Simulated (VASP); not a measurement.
OSZICAR of a VASP run on SnSe2 (1T layered):

File OSZICAR:
```
...
DAV:  15    -0.770681493911E+02    0.47149E-03   -0.52524E-03   956   0.108E+00    0.439E-02
DAV:  16    -0.770683096177E+02   -0.16023E-03   -0.24669E-04  1201   0.171E-01    0.378E-02
DAV:  17    -0.770683197925E+02   -0.10175E-04   -0.80814E-06  1137   0.312E-02    0.385E-02
DAV:  18    -0.770683437942E+02   -0.24002E-04   -0.39387E-06  1003   0.281E-02    0.349E-02
DAV:  19    -0.770685338338E+02   -0.19004E-03   -0.17180E-04   955   0.188E-01    0.227E-02
DAV:  20    -0.770686553579E+02   -0.12152E-03   -0.72076E-05   956   0.126E-01    0.878E-03
DAV:  21    -0.770686706963E+02   -0.15338E-04   -0.18963E-05   960   0.576E-02    0.946E-03
DAV:  22    -0.770686901643E+02   -0.19468E-04   -0.16271E-06   981   0.169E-02    0.938E-03
DAV:  23    -0.770686777303E+02    0.12434E-04   -0.17646E-06   978   0.162E-02    0.546E-03
DAV:  24    -0.770686627319E+02    0.14998E-04   -0.39090E-06   956   0.294E-02    0.240E-03
DAV:  25    -0.770686566714E+02    0.60605E-05   -0.48652E-07   982   0.669E-03    0.281E-03
DAV:  26    -0.770686595675E+02   -0.28961E-05   -0.12573E-07   732   0.504E-03    0.223E-03
DAV:  27    -0.770686661422E+02   -0.65747E-05   -0.20878E-08   486   0.203E-03    0.115E-03
DAV:  28    -0.770686680185E+02   -0.18763E-05   -0.56416E-08   519   0.320E-03    0.795E-04
DAV:  29    -0.770686702401E+02   -0.22216E-05   -0.75139E-09   482   0.112E-03    0.454E-04
DAV:  30    -0.770686706249E+02   -0.38483E-06   -0.47416E-09   482   0.105E-03    0.355E-04
DAV:  31    -0.770686716996E+02   -0.10747E-05   -0.32075E-09   482   0.828E-04    0.187E-04
DAV:  32    -0.770686724952E+02   -0.79561E-06   -0.19449E-09   482   0.572E-04    0.366E-05
DAV:  33    -0.770686725864E+02   -0.91202E-07   -0.64250E-10   482   0.350E-04
   1 F= -.77068673E+02 E0= -.77068673E+02  d E =-.770687E+02
       N       E                     dE             d eps       ncg     rms          rms(c)
DAV:   1    -0.770702327163E+02   -0.15602E-02   -0.27128E-01   952   0.260E+00    0.151E-01
DAV:   2    -0.770729314056E+02   -0.26987E-02   -0.12825E-02  1185   0.764E-01    0.509E-02
DAV:   3    -0.770734464537E+02   -0.51505E-03   -0.43619E-04  1065   0.210E-01    0.341E-02
DAV:   4    -0.770735286156E+02   -0.82162E-04   -0.79528E-05  1066   0.883E-02    0.161E-02
DAV:   5    -0.770735735960E+02   -0.44980E-04   -0.90041E-05   960   0.126E-01    0.593E-03
DAV:   6    -0.770736104355E+02   -0.36839E-04   -0.54854E-05   960   0.947E-02    0.481E-03
DAV:   7    -0.770736201612E+02   -0.97258E-05   -0.20849E-06  1140   0.134E-02    0.364E-03
DAV:   8    -0.770736341217E+02   -0.13960E-04   -0.11051E-06   963   0.110E-02    0.125E-03
DAV:   9    -0.770736284981E+02    0.56236E-05   -0.17266E-06   959   0.171E-02    0.496E-04
DAV:  10    -0.770736304964E+02   -0.19983E-05   -0.83639E-08   545   0.272E-03    0.346E-04
DAV:  11    -0.770736294559E+02    0.10405E-05   -0.16978E-08   490   0.146E-03    0.166E-04
DAV:  12    -0.770736297176E+02   -0.26172E-06   -0.80481E-09   491   0.121E-03    0.112E-04
DAV:  13    -0.770736298388E+02   -0.12118E-06   -0.53680E-09   490   0.873E-04    0.227E-05
DAV:  14    -0.770736298432E+02   -0.44220E-08   -0.58318E-10   483   0.276E-04
   2 F= -.77073630E+02 E0= -.77073630E+02  d E =-.495726E-02
       N       E                     dE             d eps       ncg     rms          rms(c)
DAV:   1    -0.770742872293E+02   -0.65739E-03   -0.56802E-02   952   0.119E+00    0.683E-02
DAV:   2    -0.770749037042E+02   -0.61647E-03   -0.27049E-03  1177   0.354E-01    0.241E-02
DAV:   3    -0.770750442623E+02   -0.14056E-03   -0.92374E-05  1058   0.968E-02    0.164E-02
DAV:   4    -0.770750768276E+02   -0.32565E-04   -0.17027E-05  1067   0.411E-02    0.778E-03
DAV:   5    -0.770751003289E+02   -0.23501E-04   -0.19432E-05   960   0.582E-02    0.286E-03
DAV:   6    -0.770751110833E+02   -0.10754E-04   -0.11226E-05   960   0.426E-02    0.217E-03
DAV:   7    -0.770751160900E+02   -0.50068E-05   -0.43251E-07  1159   0.627E-03    0.166E-03
DAV:   8    -0.770751220708E+02   -0.59808E-05   -0.21528E-07   732   0.505E-03    0.599E-04
DAV:   9    -0.770751197702E+02    0.23006E-05   -0.33605E-07   958   0.739E-03    0.222E-04
DAV:  10    -0.770751205526E+02   -0.78236E-06   -0.13722E-08   488   0.103E-03    0.143E-04
DAV:  11    -0.770751200471E+02    0.50547E-06   -0.33353E-09   487   0.634E-04    0.686E-05
DAV:  12    -0.770751202571E+02   -0.20997E-06   -0.19317E-09   485   0.594E-04    0.423E-05
DAV:  13    -0.770751202933E+02   -0.36168E-07   -0.85880E-10   482   0.345E-04
   3 F= -.77075120E+02 E0= -.77075120E+02  d E =-.644771E-02
       N       E                     dE             d eps       ncg     rms          rms(c)
DAV:   1    -0.770737901530E+02    0.13301E-02   -0.22731E-01   952   0.238E+00    0.138E-01
DAV:   2    -0.770760489006E+02   -0.22587E-02   -0.10734E-02  1162   0.702E-01    0.479E-02
DAV:   3    -0.770764985649E+02   -0.44966E-03   -0.36699E-04  1073   0.194E-01    0.324E-02
DAV:   4    -0.770765730907E+02   -0.74526E-04   -0.67912E-05  1051   0.824E-02    0.151E-02
DAV:   5    -0.770766131361E+02   -0.40045E-04   -0.76146E-05   960   0.115E-01    0.556E-03
DAV:   6    -0.770766448739E+02   -0.31738E-04   -0.44817E-05   960   0.853E-02    0.435E-03
DAV:   7    -0.770766540781E+02   -0.92042E-05   -0.16717E-06  1193   0.123E-02    0.334E-03
DAV:   8    -0.770766664755E+02   -0.12397E-04   -0.91733E-07   963   0.101E-02    0.116E-03
DAV:   9    -0.770766612221E+02    0.52535E-05   -0.14435E-06   959   0.156E-02    0.438E-04
DAV:  10    -0.770766628712E+02   -0.16491E-05   -0.64995E-08   524   0.237E-03    0.308E-04
DAV:  11    -0.770766619570E+02    0.91413E-06   -0.13677E-08   487   0.129E-03    0.152E-04
DAV:  12    -0.770766621797E+02   -0.22265E-06   -0.67523E-09   488   0.112E-03    0.919E-05
DAV:  13    -0.770766622903E+02   -0.11064E-06   -0.44074E-09   487   0.781E-04    0.257E-05
DAV:  14    -0.770766622996E+02   -0.92714E-08   -0.50434E-10   483   0.257E-04
   4 F= -.77076662E+02 E0= -.77076662E+02  d E =-.798971E-02
       N       E                     dE             d eps       ncg     rms          rms(c)
DAV:   1    -0.770854912851E+02   -0.88290E-02   -0.49316E-01   952   0.493E+00    0.524E-01
DAV:   2    -0.770816213200E+02    0.38700E-02   -0.29292E-02  1002   0.188E+00    0.295E-01
DAV:   3    -0.770795749433E+02    0.20464E-02   -0.72353E-03  1130   0.968E-01    0.131E-01
DAV:   4    -0.770793037369E+02    0.27121E-03   -0.21380E-03   954   0.517E-01    0.452E-02
DAV:   5    -0.770795049839E+02   -0.20125E-03   -0.15720E-03   954   0.460E-01    0.222E-02
DAV:   6    -0.770794514150E+02    0.53569E-04   -0.34436E-04   956   0.229E-01    0.156E-02
DAV:   7    -0.770795115382E+02   -0.60123E-04   -0.10399E-04   961   0.124E-01    0.671E-03
DAV:   8    -0.770794887040E+02    0.22834E-04   -0.44648E-05   960   0.851E-02    0.320E-03
DAV:   9    -0.770795061647E+02   -0.17461E-04   -0.13803E-05   996   0.482E-02    0.393E-03
DAV:  10    -0.770794998225E+02    0.63422E-05   -0.89803E-06   958   0.409E-02    0.697E-04
DAV:  11    -0.770794998894E+02   -0.66890E-07   -0.54456E-07  1155   0.891E-03
   5 F= -.77079500E+02 E0= -.77079500E+02  d E =-.283759E-02
       N       E                     dE             d eps       ncg     rms          rms(c)
DAV:   1    -0.770813990307E+02   -0.18992E-02   -0.97148E-02   952   0.219E+00    0.232E-01
DAV:   2    -0.770807044044E+02    0.69463E-03   -0.57790E-03   995   0.908E-01    0.131E-01
DAV:   3    -0.770803345738E+02    0.36983E-03   -0.14427E-03  1122   0.458E-01    0.584E-02
DAV:   4    -0.770802389571E+02    0.95617E-04   -0.42946E-04   956   0.227E-01    0.205E-02
DAV:   5    -0.770802999626E+02   -0.61005E-04   -0.31028E-04   955   0.204E-01    0.980E-03
DAV:   6    -0.770802814317E+02    0.18531E-04   -0.68849E-05   958   0.102E-01    0.712E-03
DAV:   7    -0.770803035345E+02   -0.22103E-04   -0.21186E-05   959   0.560E-02    0.285E-03
DAV:   8    -0.770802978003E+02    0.57343E-05   -0.83160E-06   961   0.364E-02    0.142E-03
DAV:   9    -0.770803044033E+02   -0.66030E-05   -0.26712E-06   996   0.213E-02    0.176E-03
DAV:  10    -0.770803028301E+02    0.15732E-05   -0.19163E-06   958   0.189E-02    0.303E-04
DAV:  11    -0.770803028487E+02   -0.18556E-07   -0.95271E-08   921   0.373E-03
   6 F= -.77080303E+02 E0= -.77080303E+02  d E =-.364055E-02
       N       E                     dE             d eps       ncg     rms          rms(c)
DAV:   1    -0.770857007837E+02   -0.53980E-02   -0.38767E-01   952   0.436E+00    0.464E-01
DAV:   2    -0.770826686415E+02    0.30321E-02   -0.23200E-02   995   0.170E+00    0.261E-01
DAV:   3    -0.770810602310E+02    0.16084E-02   -0.57136E-03  1121   0.870E-01    0.117E-01
DAV:   4    -0.770808294508E+02    0.23078E-03   -0.16883E-03   956   0.458E-01    0.404E-02
DAV:   5    -0.770809896124E+02   -0.16016E-03   -0.12602E-03   955   0.410E-01    0.199E-02
DAV:   6    -0.770809435254E+02    0.46087E-04   -0.26994E-04   958   0.202E-01    0.139E-02
DAV:   7    -0.770809921682E+02   -0.48643E-04   -0.77999E-05   976   0.106E-01    0.581E-03
DAV:   8    -0.770809761123E+02    0.16056E-04   -0.32934E-05   959   0.725E-02    0.281E-03
DAV:   9    -0.770809906994E+02   -0.14587E-04   -0.10848E-05   976   0.425E-02    0.354E-03
DAV:  10    -0.770809855945E+02    0.51049E-05   -0.71171E-06   977   0.363E-02    0.620E-04
DAV:  11    -0.770809857706E+02   -0.17600E-06   -0.42946E-07  1109   0.794E-03    0.429E-04
DAV:  12    -0.770809861061E+02   -0.33552E-06   -0.27312E-08   657   0.207E-03    0.178E-04
DAV:  13    -0.770809863365E+02   -0.23038E-06   -0.68880E-09   488   0.114E-03    0.463E-05
DAV:  14    -0.770809864572E+02   -0.12070E-06   -0.85314E-09   479   0.134E-03    0.406E-05
DAV:  15    -0.770809865181E+02   -0.60968E-07   -0.63167E-10   479   0.299E-04
   7 F= -.77080987E+02 E0= -.77080987E+02  d E =-.432422E-02
```

Question: Which electronic solver shows in the log?

Answer: It is blocked Davidson (ALGO = Normal, or the opening steps of other solvers). The INCAR had ALGO = Normal.

Question: Can the final energy be trusted as converged?

Answer: The run converged. It stopped with EDIFF = 1E-7, NELM = 100, NSW = 30 and EDIFFG = -0.01 after 7 ionic steps (SCAN meta-GGA, plane waves, VASP's PBE PAW potentials (set 64)).

The compound is SnSe2 in the 1T layered structure. This cell is one point of a volume scan, at 1.03 of the reference volume. Symmetry was kept, so distortions that lower it aren't found.
